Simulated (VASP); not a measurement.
Output of a VASP run:

### OSZICAR
```
       N       E                     dE             d eps       ncg     rms          rms(c)
DAV:   1     0.388326149091E+02    0.38833E+02   -0.83464E+03   720   0.136E+03
DAV:   2    -0.324470738042E+02   -0.71280E+02   -0.64039E+02  1020   0.205E+02
DAV:   3    -0.356932383106E+02   -0.32462E+01   -0.32236E+01   940   0.435E+01
DAV:   4    -0.357264859914E+02   -0.33248E-01   -0.33229E-01   896   0.518E+00
DAV:   5    -0.357269753064E+02   -0.48932E-03   -0.48925E-03   924   0.600E-01    0.141E+01
DAV:   6    -0.316915844299E+02    0.40354E+01   -0.10607E+01   860   0.214E+01    0.655E+00
DAV:   7    -0.314814964344E+02    0.21009E+00   -0.11166E+00   904   0.722E+00    0.264E+00
DAV:   8    -0.314531605484E+02    0.28336E-01   -0.58160E-02   832   0.178E+00    0.506E-01
DAV:   9    -0.314513104625E+02    0.18501E-02   -0.53036E-03   880   0.550E-01    0.128E-01
DAV:  10    -0.314513894889E+02   -0.79026E-04   -0.32965E-04   840   0.141E-01    0.466E-02
DAV:  11    -0.314513900548E+02   -0.56593E-06   -0.20315E-05   912   0.406E-02    0.111E-02
DAV:  12    -0.314513901119E+02   -0.57051E-07   -0.22452E-06   836   0.101E-02    0.166E-03
DAV:  13    -0.314513902083E+02   -0.96450E-07   -0.62394E-08   600   0.226E-03
   1 F= -.24502721E+02 E0= -.24502721E+02  d E =-.245027E+02
```

File OUTCAR:
```
------------------------ aborting loop because EDIFF is reached ----------------------------------------
  FORCE on cell =-STRESS in cart. coord.  units (eV):
  Direction    XX          YY          ZZ          XY          YZ          ZX
  --------------------------------------------------------------------------------------
  Total        6.9556958      6.9556943      6.9399644      0.0000000     -0.0000000      0.0000000
  in kB      300.3033532    300.3032871    299.6241708      0.0000000     -0.0000000      0.0000000
  external PRESSURE =       0.0769370 kB  Pullay stress =     300.0000000 kB
  volume of cell :       37.11
      direct lattice vectors                 reciprocal lattice vectors
     1.483895528 -2.570182165  0.000000000     0.336950945 -0.194538740  0.000000000
     1.483895528  2.570182165  0.000000000     0.336950945  0.194538740  0.000000000
     0.000000000  0.000000000  4.865122215     0.000000000  0.000000000  0.205544682
  FREE ENERGIE OF THE ION-ELECTRON SYSTEM (eV)
  ---------------------------------------------------
  free  energy   TOTEN  =       -31.4513902083 eV

  energy  without entropy=      -31.4513902083  energy(sigma->0) =      -31.45139021
  enthalpy is  TOTEN    =       -24.5027207354 eV   P V=        6.9486694729

 reached required accuracy - stopping structural energy minimisation
```
(Selected blocks of OUTCAR.)

**POSCAR**
```
SiC
1
    1.4838955282    -2.5701821648     0.0000000000
    1.4838955282     2.5701821648    -0.0000000000
    0.0000000000     0.0000000000     4.8651222148
Si C
2 2
Direct
  0.6666670000   0.3333330000   0.4995759162
  0.3333330000   0.6666670000   0.9995759162
  0.6666670000   0.3333330000   0.8754240838
  0.3333330000   0.6666670000   0.3754240838
```

Q: Write an INCAR and KPOINTS that could have produced this output.

A: Several could match; the one computed here: the input of the run itself, PBEsol GGA, plane waves, VASP's PBE PAW potentials (set 64).

INCAR:
```
ISIF = 3
PREC = Accurate
EDIFFG = -0.01   # ionic stop
LWAVE = .FALSE.
GGA = PS
LCHARG = .FALSE.
ENCUT = 600
NSW = 40
PSTRESS = 300
ISMEAR = 0   # Gaussian
IBRION = 2
ALGO = Normal
NELM = 100
SIGMA = 0.05   # width (eV)
SYSTEM = SiC
LASPH = .TRUE.   # aspherical one-centre terms
EDIFF = 1E-7
LREAL = .FALSE.   # projection in real space or not
```

KPOINTS:
```
Automatic mesh
0
Gamma
8 8 4
0 0 0
```

POTCAR, in this order: Si C (PBE.64 set). Program: vasp_std.

The compound is SiC in the wurtzite structure, the rare 2H polytype. It was relaxed first under an external pressure of 30 GPa.
